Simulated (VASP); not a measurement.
Consider the following.

```
CaO
1.0
    0.00000     2.45019     2.45019
    2.45019     0.00000     2.45019
    2.45019     2.45019     0.00000
Ca O
1 1
Direct
  0.00000   0.00000   0.00000
  0.50000   0.50000   0.50000
```

These are RPBE GGA, VASP's PBE PAW potentials (set 64) (plane waves; VASP) values and carry that method's errors. Numerical set-up: 520 eV cut-off, 9×9×9 Γ-centred mesh, Gaussian smearing of 0.050 eV, potentials Ca_sv O.

Question: Give the energy at these volumes per atom, relative to the lowest: 13.79, 14.23, 14.67, 15.12, 15.56 Å³.

Answer: 18.8, 4.8, 0.0, 3.1, 13.0 meV/atom. A third-order Birch-Murnaghan fit gives B0 = 94.6 GPa and B0′ = 4.3.

Measured: a 4.781 Å at 0 K (computed value off by +2.5 %), as given by Wei Chen et al., Physical Review Materials (2018), doi:10.1103/physrevmaterials.2.073803 [zero-point anharmonic expansion removed].

The compound is CaO in the rock salt structure. It was relaxed first, which changed the volume by +6 %.
